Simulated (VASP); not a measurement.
Here is the system:

```cif
data_F4K4
_chemical_formula_sum 'K4 F4'
_space_group_name_H-M_alt 'Fm-3m'
_space_group_IT_number 225
_space_group_name_Hall '-F 4 2 3'
_cell_length_a 5.42061
_cell_length_b 5.42061
_cell_length_c 5.42061
_cell_angle_alpha 90.000
_cell_angle_beta 90.000
_cell_angle_gamma 90.000
loop_
_atom_site_label
_atom_site_type_symbol
_atom_site_symmetry_multiplicity
_atom_site_Wyckoff_symbol
_atom_site_fract_x
_atom_site_fract_y
_atom_site_fract_z
_atom_site_occupancy
K1 K 4 a 0.00000 0.00000 0.00000 1
F1 F 4 b 0.50000 0.50000 0.50000 1
```
(The calculation used a cell of 2 atoms; values per cell refer to that cell.)

Computed with PBE GGA, VASP's PBE PAW potentials (set 64) (plane waves; VASP). Run with 600 eV cut-off, 8×8×8 Γ-centred mesh, Gaussian smearing of 0.050 eV, potentials K_sv F.

Each relaxation starts from this cell; other phases were not tried.

**Question.** The cell is relaxed at 10 GPa. What happens?

**Answer.** The volume per atom goes from 19.91 to 16.22 Å³ (-18.5 %), and the cell becomes a = b = c = 5.063 Å, α = β = γ = 90.00°, space group Fm-3m. The gap on the mesh goes from 5.95 to 7.11 eV.

**Question.** The cell is relaxed at 20 GPa. What happens?

**Answer.** The volume per atom goes from 19.91 to 14.54 Å³ (-26.9 %), and the cell becomes a = b = c = 4.882 Å, α = β = γ = 90.00°, space group Fm-3m. The gap on the mesh goes from 5.95 to 7.78 eV.

Failed runs are left out, and for metals the shear rows, which the mesh's noise covers.

The compound is KF in the rock salt structure.
